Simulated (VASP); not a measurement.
Runs of VASP 6.6.1 on AlSH3. The cell holds a molecule in a box, 5 atoms: a = 13.000 Å, b = 11.000 Å, c = 12.000 Å, α = 90.00°, β = 90.00°, γ = 90.00°. 

```tsv
level	potentials or basis	cutoff (eV)	gap on the mesh (eV)	largest force (eV/Å)
revPBE+D4	VASP PAW PBE potentials, release 64 (Al, S, H)	520	4.58	0.30
revPBE	VASP PAW PBE potentials, release 64 (Al, S, H)	520	4.58	0.33
SCAN+D3(BJ)	VASP PAW PBE potentials, release 64 (Al, S, H)	520	(b)	(a)
LDA	VASP PAW LDA potentials, release 64 (Al, S, H_s)	400	4.43	0.30
r2SCAN+D3(BJ)	VASP PAW PBE potentials, release 64 (Al, S, H_s)	400	5.11	0.06
```

Alike in all rows: task single point; no spin polarisation; cell as given; k mesh 1 × 1 × 1; smearing gaussian 0.01 eV.

**Question.** Estimate the missing entries.

**Answer.** (a) 0.16; (b) 5.07.

Caveats: the PAW data sets were made with another functional, which shifts forces and pressure a little (some runs).

Runs at the PBE level aren't shown here.
